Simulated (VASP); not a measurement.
Input:

```
BeS
1.0
    0.00000     2.45524     2.45524
    2.45524     0.00000     2.45524
    2.45524     2.45524     0.00000
Be S
1 1
Direct
  0.00000   0.00000   0.00000
  0.25000   0.25000   0.25000
```

All values below come from PBE GGA with D3 dispersion (Becke-Johnson damping), VASP's PBE PAW potentials (set 64) (plane waves; VASP). Settings: 520 eV cut-off, 9×9×9 Γ-centred mesh, Gaussian smearing of 0.050 eV, potentials Be S.

Problem. Predict the energy per atom (σ→0), pressure.

Solution. 
The energy per atom (σ→0) is -5.295 eV/atom. The pressure is -5.21 GPa.

Total energies compare only between runs with the same potentials, cut-off and functional.

The compound is BeS in the zinc blende structure. This cell is one point of a volume scan, at 1.06 of the reference volume.
